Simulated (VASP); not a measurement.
All values below come from vdW-DF2, VASP's PBE PAW potentials (set 64) (plane waves; VASP).

Input for VASP

**POSCAR**
```
Ba
1
   -2.5770398252     2.5770398252     2.5770398252
    2.5770398252    -2.5770398252     2.5770398252
    2.5770398252     2.5770398252    -2.5770398252
Ba
1
Direct
  0.0000000000   0.0000000000   0.0000000000
```

### INCAR
```
SIGMA = 0.1   ! width (eV)
ALGO = Normal   ! blocked Davidson
LREAL = .False.   ! projection in real space or not
LMAXMIX = 4
PREC = Accurate
ISMEAR = 1   ! Methfessel-Paxton
GGA = ML
ENCUT = 520   ! plane-wave cut-off (eV)
AGGAC = 0.0
EDIFF = 1E-7   ! SCF stop (eV)
ZAB_VDW = -1.8867
LASPH = .True.   ! aspherical one-centre terms
LWAVE = .False.
LUSE_VDW = .True.
ISIF = 2
NELM = 100
SYSTEM = Ba
LCHARG = .False.
```

### KPOINTS
```
Automatic mesh
0
Gamma
10 10 10
0 0 0
```

POTCAR, in this order: Ba_sv (PBE.64 set). Program: vasp_std.

The resulting files:

**OUTCAR**
```
 ion  position               nearest neighbor table
   1  0.000  0.000  0.000-
  LATTYP: Found a body centered cubic cell.
 ALAT       =     5.1540796504
 Subroutine PRICEL returns:
 Original cell was already a primitive cell.
 Subroutine GETGRP returns: Found 48 space group operations
The static configuration has the point symmetry O_h .
The dynamic configuration has the point symmetry O_h .
 Subroutine INISYM returns: Found 48 space group operations
 Subroutine IBZKPT returns following result:
 Found     47 irreducible k-points:

 Following reciprocal coordinates:
            Coordinates               Weight
  0.000000  0.000000  0.000000      1.000000
  0.100000  0.000000  0.000000     12.000000
  0.200000  0.000000  0.000000     12.000000
  0.300000  0.000000  0.000000     12.000000
  0.400000  0.000000  0.000000     12.000000
  0.500000  0.000000  0.000000      6.000000
  0.100000  0.100000  0.000000     24.000000
  0.200000  0.100000  0.000000     48.000000
  0.300000  0.100000  0.000000     48.000000
  0.400000  0.100000  0.000000     48.000000
...
```

### OSZICAR
```
       N       E                     dE             d eps       ncg     rms          rms(c)
DAV:   1     0.598784554001E+02    0.59878E+02   -0.41602E+03   846   0.893E+02
DAV:   2     0.305803582725E+01   -0.56820E+02   -0.56016E+02   994   0.150E+02
DAV:   3     0.511109205433E+00   -0.25469E+01   -0.25265E+01  1021   0.365E+01
DAV:   4     0.435046162332E+00   -0.76063E-01   -0.76015E-01  1330   0.552E+00
DAV:   5     0.434215692453E+00   -0.83047E-03   -0.83034E-03  1247   0.441E-01    0.172E+00
DAV:   6     0.428591305731E+00   -0.56244E-02   -0.14796E-02  1017   0.164E+00    0.106E+00
DAV:   7     0.408241092988E+00   -0.20350E-01   -0.84041E-02   889   0.381E+00    0.189E-01
DAV:   8     0.403770435567E+00   -0.44707E-02   -0.11598E-02  1180   0.123E+00    0.101E-01
DAV:   9     0.403132313080E+00   -0.63812E-03   -0.17622E-03  1094   0.509E-01    0.254E-02
DAV:  10     0.403099050354E+00   -0.33263E-04   -0.17222E-04  1244   0.135E-01    0.667E-03
DAV:  11     0.403097803055E+00   -0.12473E-05   -0.43096E-06  1175   0.236E-02    0.226E-03
DAV:  12     0.403097565392E+00   -0.23766E-06   -0.23440E-07  1243   0.612E-03    0.119E-03
DAV:  13     0.403097331119E+00   -0.23427E-06   -0.37274E-07   943   0.846E-03    0.387E-04
DAV:  14     0.403097387075E+00    0.55956E-07   -0.96186E-09   581   0.117E-03
   1 F= 0.40309739E+00 E0= 0.40308671E+00  d E =0.320318E-04
```

File OUTCAR:
```
------------------------ aborting loop because EDIFF is reached ----------------------------------------
  FORCE on cell =-STRESS in cart. coord.  units (eV):
  Direction    XX          YY          ZZ          XY          YZ          ZX
  --------------------------------------------------------------------------------------
  Total       -0.2197187     -0.2197187     -0.2197187     -0.0000000     -0.0000000      0.0000000
  in kB       -5.1422614     -5.1422614     -5.1422614     -0.0000000     -0.0000000      0.0000000
  external PRESSURE =      -5.1422614 kB  Pullay stress =       0.0000000 kB
  volume of cell :       68.46
      direct lattice vectors                 reciprocal lattice vectors
    -2.577039825  2.577039825  2.577039825     0.000000000  0.194021061  0.194021061
     2.577039825 -2.577039825  2.577039825     0.194021061  0.000000000  0.194021061
     2.577039825  2.577039825 -2.577039825     0.194021061  0.194021061  0.000000000
 POSITION                                       TOTAL-FORCE (eV/Angst)
 -----------------------------------------------------------------------------------
      0.00000      0.00000      0.00000        -0.000000      0.000000      0.000000
 -----------------------------------------------------------------------------------
    total drift:                                0.000000     -0.000000      0.000000
  FREE ENERGIE OF THE ION-ELECTRON SYSTEM (eV)
  ---------------------------------------------------
  free  energy   TOTEN  =         0.4030973871 eV

  energy  without entropy=        0.4030653553  energy(sigma->0) =        0.40308671
```
(Selected blocks of OUTCAR.)

The compound is Ba in the bcc structure. This cell is one point of a volume scan, at 1.06 of the reference volume.
